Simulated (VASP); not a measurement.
These are PBE GGA, VASP's PBE PAW potentials (set 64) (plane waves; VASP) values and carry that method's errors.

The input files of a VASP run:

INCAR:
```
# general
SYSTEM   =  Tl
PREC     =  Accurate
ENCUT    =  300
LREAL    =  .FALSE.
LASPH    =  .TRUE.

# electronic loop
EDIFF    =  1E-6
NELM     =  100
ALGO     =  Normal
LMAXMIX  =  4

# smearing
ISMEAR   =  -1
SIGMA    =  0.1

# functional
GGA      =  PE

# ions
ISIF     =  2

# output
LWAVE    =  .FALSE.
LCHARG   =  .FALSE.
```

KPOINTS:
```
kpoints
0
Gamma
 7 7 1
```

POSCAR:
```
Tl
22.35770
  0.1421798307   0.0000000000   0.0000000000
  0.0000000000   0.1421798307   0.0000000000
  0.0000000000   0.0000000000   1.0000000000
Tl
3
Cartesian
  0.0004642171  -0.0016448785   0.3582380000
 -0.0011262064   0.0008515150   0.5003850000
  0.0006619893   0.0007935056   0.6413790000
```

POTCAR, in this order: Tl_d (PBE.64 set). Program: vasp_std.

What VASP printed:

### OSZICAR
```
       N       E                     dE             d eps       ncg     rms          rms(c)
DAV:   1     0.113821452450E+03    0.11382E+03   -0.15350E+04  1643   0.895E+02
DAV:   2    -0.311327068240E+01   -0.11693E+03   -0.11524E+03  1311   0.192E+02
DAV:   3    -0.616072905998E+01   -0.30475E+01   -0.30373E+01  1342   0.278E+01
DAV:   4    -0.620360538642E+01   -0.42876E-01   -0.42801E-01  1506   0.321E+00
DAV:   5    -0.620473913210E+01   -0.11337E-02   -0.11337E-02  1517   0.436E-01    0.374E+00
DAV:   6    -0.611358200626E+01    0.91157E-01   -0.23001E-01  1234   0.302E+00    0.246E+00
DAV:   7    -0.608561832422E+01    0.27964E-01   -0.11444E-01  1220   0.220E+00    0.564E-01
DAV:   8    -0.608179714504E+01    0.38212E-02   -0.11973E-02  1241   0.807E-01    0.119E-01
DAV:   9    -0.608149477037E+01    0.30237E-03   -0.49705E-03  1346   0.622E-01    0.691E-02
DAV:  10    -0.608118483857E+01    0.30993E-03   -0.19384E-03  1332   0.393E-01    0.486E-02
DAV:  11    -0.608063068736E+01    0.55415E-03   -0.19749E-03  1180   0.206E-01    0.223E-02
DAV:  12    -0.608089122179E+01   -0.26053E-03   -0.12295E-04  1322   0.643E-02    0.125E-02
DAV:  13    -0.608101321303E+01   -0.12199E-03   -0.43002E-05  1164   0.349E-02    0.669E-03
DAV:  14    -0.608110193752E+01   -0.88724E-04   -0.15714E-05   990   0.268E-02    0.438E-03
DAV:  15    -0.608115805855E+01   -0.56121E-04   -0.86327E-06   764   0.106E-02    0.231E-03
DAV:  16    -0.608117312765E+01   -0.15069E-04   -0.17620E-05   750   0.814E-03    0.192E-03
DAV:  17    -0.608125439676E+01   -0.81269E-04   -0.80572E-06   750   0.107E-02    0.122E-03
DAV:  18    -0.608127298069E+01   -0.18584E-04   -0.16649E-06   764   0.477E-03    0.661E-04
DAV:  19    -0.608129552928E+01   -0.22549E-04   -0.40726E-06   736   0.441E-03    0.496E-04
DAV:  20    -0.608129897000E+01   -0.34407E-05   -0.23526E-07   771   0.257E-03    0.117E-04
DAV:  21    -0.608129997095E+01   -0.10009E-05   -0.67768E-08   708   0.531E-04    0.381E-05
DAV:  22    -0.608130006555E+01   -0.94606E-07   -0.44800E-09   659   0.232E-04
   1 F= -.60813001E+01 E0= -.60468721E+01  d E =-.688560E-01
```

**OUTCAR**
```
------------------------ aborting loop because EDIFF is reached ----------------------------------------
  FORCE on cell =-STRESS in cart. coord.  units (eV):
  Direction    XX          YY          ZZ          XY          YZ          ZX
  --------------------------------------------------------------------------------------
  Total        0.2414977      0.2450134      0.8608000      0.0017672      0.0486451      0.0061371
  in kB        1.7126408      1.7375733      6.1045758      0.0125325      0.3449789      0.0435229
  external PRESSURE =       3.1849300 kB  Pullay stress =       0.0000000 kB
  volume of cell :      225.92
      direct lattice vectors                 reciprocal lattice vectors
     3.178814000  0.000000000  0.000000000     0.314582734  0.000000000  0.000000000
     0.000000000  3.178814000  0.000000000     0.000000000  0.314582734  0.000000000
     0.000000000  0.000000000 22.357700000     0.000000000  0.000000000  0.044727320
 POSITION                                       TOTAL-FORCE (eV/Angst)
 -----------------------------------------------------------------------------------
      0.01038      3.14204      8.00938         0.004247     -0.011344     -0.159246
      3.15363      0.01904     11.18746        -0.010314      0.007005     -0.046806
      0.01480      0.01774     14.33976         0.006067      0.004339      0.206052
 -----------------------------------------------------------------------------------
    total drift:                                0.001006      0.000340      0.000898
  FREE ENERGIE OF THE ION-ELECTRON SYSTEM (eV)
  ---------------------------------------------------
  free  energy   TOTEN  =        -6.0813000656 eV

  energy  without entropy=       -6.0124440799  energy(sigma->0) =       -6.04687207
```
(Selected blocks of OUTCAR.)

At this cut-off the stress carries a Pulay error, which pulls relaxed volumes low. The cell holds a wide vacuum, so values per volume refer to the whole cell.

The cell is a sheet with vacuum, built from a generated structure.
